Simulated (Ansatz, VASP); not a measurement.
**Al6Hg in VASP and in Ansatz**

```
Al Hg
1.0
     6.31000    0.00000    0.00000
     0.00000    6.31000    0.00000
     0.00000    0.00000    6.31000
Al Hg
6 1
Direct
  0.19867 0.50000 0.50000
  0.50000 0.80133 0.50000
  0.50000 0.19867 0.50000
  0.80133 0.50000 0.50000
  0.50000 0.50000 0.19867
  0.50000 0.50000 0.80133
  0.00000 0.00000 0.00000
```

Change from the starting cell: species swapped into the TmB6 type (Pm-3m, No. 221).

Alike in both runs: task relaxation of cell and atoms; functional PBE; k mesh 6 × 6 × 6; occupations gaussian, width 0.1 eV; no spin polarisation.

```csv
,VASP,Ansatz
version,VASP 6.6.1,Ansatz 0.2.0
potentials or method,"VASP PAW PBE potentials, release 64 (Al, Hg)","scalar-relativistic, plane waves, PAW"
plane-wave cutoff (eV),600,420
valence electrons in the cell,30,38
```

```csv
,VASP,Ansatz,Ansatz less VASP
"gap on the k mesh at the Fermi level, each at its own relaxed structure (eV)",none,none,-
relaxed volume (Å³/atom),35.83,35.86,+0.034
relaxed cell length with the largest relative difference (Å),6.306,6.308,+0.0020
```

A gap of «none» marks a metal or a gap that the smearing closes. The two sets of potentials don't hold the same shells in valence.

The runs have no spin-orbit coupling, so splittings on Hg are missing.
